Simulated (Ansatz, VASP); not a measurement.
# Zn2C: VASP beside Ansatz, part 2 of 2

One calculation is typed for both programs; each brings its own data sets. How far apart do they land? The cell is generated by rule, not measured, and may not be a known phase. The cell is taken from a series of runs on this material, whose earlier steps may have relaxed, scaled, displaced or heated it; both programs get it as it stands.

VASP 6.6.1 and Ansatz 0.2.0.

So far: The structure; Ansatz: relaxation of cell and atoms, r2SCAN.

**3. VASP: relaxation of cell and atoms, r2SCAN**

Level of this step: r2SCAN; plane waves and PAW (C, Zn); invented cell (VASP).

The same cell, functional and mesh now go to VASP, with its own data sets.

Lines of VASP's logs that name or quote its potential files are left out, and so is its time.

INCAR

```
SYSTEM = Zn2C
PREC = Accurate
ENCUT = 660
EDIFF = 1E-07
NELM = 120
ISMEAR = 0
SIGMA = 0.01
LREAL = .FALSE.
ALGO = Normal
METAGGA = R2SCAN
LASPH = .TRUE.
NBANDS = 34
LORBIT = 11
LWAVE = .FALSE.
LCHARG = .FALSE.
ISIF = 3
IBRION = 2
NSW = 80
EDIFFG = -0.005
GGA_COMPAT = .FALSE.
NELMIN = 4
EFERMI = MIDGAP
LMIXTAU = .TRUE.
KPAR = 2
```

POSCAR

```
Zn2C
1.0
    4.4505760000      0.0000000000      0.0000000000
    0.0000000000      4.4505760000      0.0000000000
    0.0000000000      0.0000000000      4.4505760000
C Zn
2 4
Direct
    0.0000000000      0.0000000000      0.0000000000
    0.5000000000      0.5000000000      0.5000000000
    0.2500000000      0.2500000000      0.2500000000
    0.7500000000      0.7500000000      0.2500000000
    0.7500000000      0.2500000000      0.7500000000
    0.2500000000      0.7500000000      0.7500000000
```

KPOINTS

```
Automatic mesh
0
Gamma
6 6 6
0 0 0
```

Potentials, in the order of the species: C and Zn (PBE family, release 64).

Launch:

```console
$ mpirun -np 2 vasp_std
```

Numbers of over 12 decimals in the logs are rounded to 6 here.

What it wrote:

```text
[banner, memory and clock lines left out]
running    2 mpi-ranks, on    1 nodes
 distrk:  each k-point on    1 cores,    2 groups
 distr:  one band on    1 cores,    1 groups

 POSCAR found type information on POSCAR C Zn
 POSCAR found :  2 types and       6 ions
|                                                                             |
|               ----> ADVICE to this user running VASP <----                  |
|                                                                             |
|     You enforced a specific xc type in the INCAR file but a different       |
|     [... a line on the potential file left out ...]
|     I HOPE YOU KNOW WHAT YOU ARE DOING!                                     |
|                                                                             |

 LDA part: xc-table for (None), standard interpolation
 POSCAR, INCAR and KPOINTS ok, starting setup
 FFT: planning ... GRIDC
 FFT: planning ... GRID_SOFT
 FFT: planning ... GRID
 WAVECAR not read
 entering main loop
       N       E                     dE             d eps       ncg     rms          rms(c)
DAV:   1     0.381719253160E+03    0.38172E+03   -0.32679E+04  1360   0.284E+03
DAV:   2    -0.160086545870E+02   -0.39773E+03   -0.38804E+03  1360   0.512E+02
DAV:   3    -0.628634332241E+02   -0.46855E+02   -0.46028E+02  1484   0.161E+02
DAV:   4    -0.650493866581E+02   -0.21860E+01   -0.21753E+01  1484   0.310E+01
DAV:   5    -0.650815733887E+02   -0.32187E-01   -0.32170E-01  1484   0.368E+00    0.155E+01
DAV:   6    -0.528271023453E+02    0.12254E+02   -0.23261E+01  1888   0.825E+01    0.965E+00
DAV:   7    -0.513016581501E+02    0.15254E+01   -0.71969E+00  1470   0.237E+01    0.354E+00
DAV:   8    -0.519236098958E+02   -0.62195E+00   -0.69671E-01  1370   0.623E+00    0.209E+00
DAV:   9    -0.513425128799E+02    0.58110E+00   -0.11492E+00  1380   0.619E+00    0.130E+00
DAV:  10    -0.520851899216E+02   -0.74268E+00   -0.43996E-01  1378   0.369E+00    0.300E-01
DAV:  11    -0.520935227351E+02   -0.83328E-02   -0.24033E-02  1564   0.104E+00    0.149E-01
DAV:  12    -0.521020364822E+02   -0.85137E-02   -0.67120E-03  1382   0.523E-01    0.832E-02
DAV:  13    -0.521030218820E+02   -0.98540E-03   -0.18997E-03  1528   0.341E-01    0.821E-02
DAV:  14    -0.521029230195E+02    0.98862E-04   -0.55987E-04  1512   0.190E-01    0.578E-02
DAV:  15    -0.521028593300E+02    0.63689E-04   -0.35333E-04  1648   0.111E-01    0.181E-02
DAV:  16    -0.521028475817E+02    0.11748E-04   -0.27047E-05  1402   0.402E-02    0.231E-02
DAV:  17    -0.521028592605E+02   -0.11679E-04   -0.34252E-06  1444   0.171E-02    0.111E-02
DAV:  18    -0.521029291422E+02   -0.69882E-04   -0.25872E-05  1448   0.458E-02    0.124E-02
DAV:  19    -0.521029294306E+02   -0.28840E-06   -0.37430E-06  1448   0.141E-02    0.122E-02
DAV:  20    -0.521029294099E+02    0.20675E-07   -0.35183E-08   848   0.135E-03
   1 F= -.52102929E+02 E0= -.52102929E+02  d E =-.521029E+02
 curvature:   0.00 expect dE= 0.000E+00 dE for cont linesearch  0.000E+00
 trial: gam= 0.00000 g(F)=  0.294E-56 g(S)=  0.182E-02 ort = 0.000E+00 (trialstep = 0.100E+01)
 search vector abs. value=  0.182E-02
 bond charge predicted
       N       E                     dE             d eps       ncg     rms          rms(c)
DAV:   1    -0.521344702436E+02   -0.31541E-01   -0.38474E-01  1578   0.962E+00    0.127E+00
DAV:   2    -0.521066735219E+02    0.27797E-01   -0.10972E-01  1566   0.602E+00    0.451E-01
DAV:   3    -0.521041843886E+02    0.24891E-02   -0.25296E-03  1394   0.483E-01    0.243E-01
DAV:   4    -0.521028133913E+02    0.13710E-02   -0.30790E-03  1466   0.456E-01    0.524E-02
DAV:   5    -0.521035777996E+02   -0.76441E-03   -0.86907E-04  1364   0.232E-01    0.127E-02
DAV:   6    -0.521036062440E+02   -0.28444E-04   -0.91297E-05  1550   0.690E-02    0.828E-03
DAV:   7    -0.521036108934E+02   -0.46494E-05   -0.15203E-05  1430   0.328E-02    0.545E-03
DAV:   8    -0.521036100581E+02    0.83529E-06   -0.28188E-06  1570   0.101E-02    0.269E-03
DAV:   9    -0.521036112311E+02   -0.11730E-05   -0.23531E-06  1370   0.112E-02    0.131E-03
DAV:  10    -0.521036116079E+02   -0.37679E-06   -0.27692E-07  1090   0.433E-03    0.893E-04
DAV:  11    -0.521036114359E+02    0.17201E-06   -0.36963E-08   698   0.161E-03    0.607E-04
DAV:  12    -0.521036116079E+02   -0.17194E-06   -0.46160E-08   692   0.131E-03    0.172E-04
DAV:  13    -0.521036115421E+02    0.65767E-07   -0.11293E-08   690   0.882E-04
   2 F= -.52103612E+02 E0= -.52103612E+02  d E =-.682132E-03
 trial-energy change:   -0.000682  1 .order   -0.000692   -0.001821    0.000436
 step:   0.8025(harm=  0.8068)  dis= 0.00000  next Energy=   -52.103655 (dE=-0.725E-03)
 bond charge predicted
       N       E                     dE             d eps       ncg     rms          rms(c)
DAV:   1    -0.521048534202E+02   -0.12418E-02   -0.14963E-02  1588   0.188E+00    0.252E-01
DAV:   2    -0.521038656092E+02    0.98781E-03   -0.44422E-03  1564   0.122E+00    0.885E-02
DAV:   3    -0.521037365241E+02    0.12909E-03   -0.10149E-04  1438   0.108E-01    0.479E-02
DAV:   4    -0.521036553795E+02    0.81145E-04   -0.12035E-04  1466   0.920E-02    0.104E-02
DAV:   5    -0.521036781756E+02   -0.22796E-04   -0.34482E-05  1382   0.455E-02    0.255E-03
DAV:   6    -0.521036770751E+02    0.11005E-05   -0.39650E-06  1538   0.138E-02    0.182E-03
DAV:   7    -0.521036777679E+02   -0.69286E-06   -0.63601E-07  1294   0.653E-03    0.115E-03
DAV:   8    -0.521036777576E+02    0.10310E-07   -0.43900E-08   720   0.130E-03
   3 F= -.52103678E+02 E0= -.52103678E+02  d E =-.748348E-03
 curvature:  -0.40 expect dE=-0.536E-06 dE for cont linesearch -0.536E-06
 trial: gam=-0.02628 g(F)=  0.325E-56 g(S)=  0.133E-05 ort = 0.492E-04 (trialstep = 0.961E+00)
 search vector abs. value=  0.107E-08
 reached required accuracy - stopping structural energy minimisation
```

Parts of OUTCAR (step 3):

```text
ion  position               nearest neighbor table
   1  0.000  0.000  0.000-   3 1.93   4 1.93   5 1.93   6 1.93
   2  0.500  0.500  0.500-   3 1.93   4 1.93   5 1.93   6 1.93
   3  0.250  0.250  0.250-   1 1.93   2 1.93
   4  0.750  0.750  0.250-   1 1.93   2 1.93
   5  0.750  0.250  0.750-   1 1.93   2 1.93
   6  0.250  0.750  0.750-   1 1.93   2 1.93

  LATTYP: Found a simple cubic cell.
 ALAT       =     4.4505760000

 Subroutine GETGRP returns: Found 48 space group operations
 (whereof 24 operations were pure point group operations)

The static configuration has the point symmetry T_d .
 The point group associated with its full space group is O_h .

 Found     20 irreducible k-points:

   k-points           NKPTS =     20   k-points in BZ     NKDIM =     20   number of bands    NBANDS=     34

   dimension x,y,z NGX =    40 NGY =   40 NGZ =   40
   dimension x,y,z NGXF=    80 NGYF=   80 NGZF=   80

   ENCUT  =  660.0 eV  48.51 Ry    6.96 a.u.   9.32  9.32  9.32*2*pi/ulx,y,z

   NELECT =      56.0000    total number of electrons

 k-points in reciprocal lattice and weights: Automatic mesh
   0.00000000  0.00000000  0.00000000       0.005
   0.16666667  0.00000000  0.00000000       0.028
   0.33333333  0.00000000  0.00000000       0.028
   0.50000000  0.00000000  0.00000000       0.014
   0.16666667  0.16666667  0.00000000       0.056
   0.33333333  0.16666667  0.00000000       0.111
   0.50000000  0.16666667  0.00000000       0.056
   0.33333333  0.33333333  0.00000000       0.056
   0.50000000  0.33333333  0.00000000       0.056
[...]
0.50000000  0.50000000  0.33333333       0.028
   0.50000000  0.50000000  0.50000000       0.005

 average (electrostatic) potential at core
       1 -53.8572       2 -53.8572       3 -42.7651       4 -42.7651       5 -42.7651
       6 -42.7651

 E-fermi :   1.4162

 k-point     1 :       0.0000    0.0000    0.0000
  band No.  band energies     occupation
    ...
     24      -0.4282      2.00000
     25      -0.4282      2.00000
     26       0.5191      2.00000
     27       0.5191      2.00000
     28       0.5191      2.00000
     29       1.9103      0.00000
     30       1.9103      0.00000
     31       3.4157      0.00000
     32       9.1866      0.00000
     33       9.1866      0.00000
    ...

 k-point     2 :       0.1667    0.0000    0.0000
  band No.  band energies     occupation
    ...
     24      -0.3880      2.00000
     25      -0.3880      2.00000
     26      -0.1350      2.00000
     27       0.5325      2.00000
     28       0.5325      2.00000
     29       2.1903      0.00000
     30       3.2355      0.00000
     31       4.1187      0.00000
     32       7.8072      0.00000
     33       8.4757      0.00000
    ...

 k-point     3 :       0.3333    0.0000    0.0000
  band No.  band energies     occupation
    ...
     24      -1.2360      2.00000
     25      -0.2909      2.00000
     26      -0.2909      2.00000
     27       0.5307      2.00000
     28       0.5307      2.00000
     29       2.9961      0.00000
     30       5.3447      0.00000
     31       5.3640      0.00000
     32       5.8969      0.00000
     33       7.9617      0.00000
    ...

  Total        0.0074202      0.0074202      0.0074202      0.0000000      0.0000000      0.0000000
  in kB        0.1341430      0.1341430      0.1341430      0.0000000      0.0000000      0.0000000
  external PRESSURE =       0.1341430 kB  Pullay stress =       0.0000000 kB

  energy-cutoff  :      660.00
  volume of cell :       88.63
      direct lattice vectors                 reciprocal lattice vectors
     4.458465811  0.000000000  0.000000000     0.224292401  0.000000000 -0.000000000
     0.000000000  4.458465811  0.000000000     0.000000000  0.224292401  0.000000000
     0.000000000  0.000000000  4.458465811    -0.000000000 -0.000000000  0.224292401

 POSITION                                       TOTAL-FORCE (eV/Angst)
 -----------------------------------------------------------------------------------
      0.00000      0.00000      0.00000         0.000000     -0.000000      0.000000
      2.22923      2.22923      2.22923         0.000000     -0.000000      0.000000
      1.11462      1.11462      1.11462        -0.000000     -0.000000     -0.000000
      3.34385      3.34385      1.11462         0.000000      0.000000      0.000000
      3.34385      1.11462      3.34385         0.000000      0.000000     -0.000000
      1.11462      3.34385      3.34385        -0.000000      0.000000      0.000000
 -----------------------------------------------------------------------------------
    total drift:                                0.000000     -0.000000     -0.000000

  FREE ENERGIE OF THE ION-ELECTRON SYSTEM (eV)
  ---------------------------------------------------
  free  energy   TOTEN  =       -52.1036777576 eV

  energy  without entropy=      -52.1036777576  energy(sigma->0) =      -52.10367776

 reached required accuracy - stopping structural energy minimisation

 total charge
# of ion       s       p       d       tot
------------------------------------------
    1        0.854   1.507   0.000   2.361
    2        0.854   1.507   0.000   2.361
    3        0.677   0.494   9.756  10.928
    4        0.677   0.494   9.756  10.928
    5        0.677   0.494   9.756  10.928
    6        0.677   0.494   9.756  10.928
--------------------------------------------------
tot          4.418   4.991  39.025  48.433

[... 3 further parts left out ...]
```

The run keeps the 48 symmetry operations of its start, so it cannot find a distortion of lower symmetry.

**4. Side by side**

Known differences besides the potentials themselves: VASP keeps PBE cores, Ansatz makes them for the functional; fixed occupations in Ansatz, narrow Gaussian smearing in VASP; the cutoff is 500 eV in Ansatz and 660 eV in VASP; Ansatz adds a Pulay correction to the stress that steers its cell, VASP none. Total energies have different zeros and are not compared.

Compared:

| quantity | Ansatz | VASP | difference |
| --- | --- | --- | --- |
| volume (Å³) | 88.15 | 88.63 | -0.54 % |
| edge a after relaxation, in the typed setting (Å) | 4.450 | 4.458 | -0.18 % |

**5. Results**

| Quantity | Value |
| --- | --- |
| difference in volume (relaxation of cell and atoms, r2SCAN) | -0.54 % |

In words: The difference in volume is -0.54 % (relaxation of cell and atoms, r2SCAN), within the 1.2 % picked in this series as the mark of a large difference, as far as the stopping tolerances let one tell. 1 further run of this series is not shown here. Such differences can come from data sets, numerical settings and the points named under the comparisons, not from the functional's error against experiment.

[Lines on the potential files, build, host, timing and source positions are cut from VASP's logs without a mark.]

[Logs are printed without paths, hosts, clocks, repeated set-up lines and the standing remarks that a program may print on its own settings, such as how far it seeks lower states.]

[Hosts, paths, dates, database ids (printed as entryN), source tags and the programs' standing remarks are cut or masked in the printed files.]
